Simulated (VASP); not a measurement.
Input:

```
Os
1.0
    1.36171    -2.35855     0.00000
    1.36171     2.35855     0.00000
    0.00000     0.00000     4.29611
Os
2
Direct
  0.33333   0.66667   0.25000
  0.66667   0.33333   0.75000
```

All values below come from AM05 GGA, VASP's PBE PAW potentials (set 64) (plane waves; VASP 6.6.1). Settings: 520 eV cut-off, 17×17×10 Γ-centred mesh, tetrahedra with Blöchl corrections, potentials Os.

Unless said otherwise, spin-orbit coupling is left out, though it shifts the bands of the heavy elements here.

### Question
Estimate the energy per atom (σ→0), band gap (on the k-mesh) with the smallest direct gap where there is one.

### Answer

The band gap (on the k-mesh) is none (metal, semimetal or under 0.01 eV) and the energy per atom (σ→0) is -12.000 eV/atom.

The absolute energy has meaning only against runs of the same code, potentials and settings.

The compound is Os in the hcp structure. It was relaxed first.
